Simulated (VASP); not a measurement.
Input for VASP

**INCAR**
```
! general
SYSTEM  = InP
PREC    = Accurate
ENCUT   = 480
LREAL   = .FALSE.
LASPH   = .TRUE.

! electronic loop
EDIFF   = 1E-7
NELM    = 100
ALGO    = Normal
LMAXMIX = 4

! smearing
ISMEAR  = 0
SIGMA   = 0.05

! functional
GGA     = PS

! ions
IBRION  = 2
NSW     = 40
ISIF    = 3
EDIFFG  = -0.01
PSTRESS = 300

! output
LWAVE   = .FALSE.
LCHARG  = .FALSE.
```

### KPOINTS
```
Automatic mesh
0
Gamma
8 8 8
0 0 0
```

### POSCAR
```
InP
1
   -0.0000000000     2.7003694018     2.7003694018
    2.7003694018     0.0000000000     2.7003694018
    2.7003694018     2.7003694018     0.0000000000
In P
1 1
Direct
  0.0000000000   0.0000000000   0.0000000000
  0.2500000000   0.2500000000   0.2500000000
```

POTCAR, in this order: In_d P (PBE.64 set). Program: vasp_std.

Problem. Translate this PBEsol calculation to Ansatz.

Solution. One equivalent input (not run):
Ansatz 0.2 input:
```yaml
crystal:
  lattice:
    - [0.0000000, 2.7003694, 2.7003694]
    - [2.7003694, 0.0000000, 2.7003694]
    - [2.7003694, 2.7003694, 0.0000000]
  atoms:
    - { symbol: In, position: [0.0000000, 0.0000000, 0.0000000] }
    - { symbol: P, position: [0.2500000, 0.2500000, 0.2500000] }
kpoints:
  mp_grid: { grid: [8, 8, 8] }
hamiltonian:
  xc: pbesol
  pseudopotentials: { kind: paw }
scf:
  occupations: { method: gaussian, width: 0.05 }
  max_iter: 100
relax:
  max_steps: 40
  f_tol: 0.01
  cell: { p_target: 30 }
output: { forces: true, stress: true, eigenvalues: true }
```
Limits of the translation: each code has its own PAW files, so the cut-off isn't converted (ENCUT is set for VASP's; basis.ecutwfc is left out, and Ansatz then takes the one that its files recommend); Ansatz stops its SCF on the density residual and VASP on the energy change (EDIFF).

The compound is InP in the zinc blende structure. It was relaxed first under an external pressure of 30 GPa.
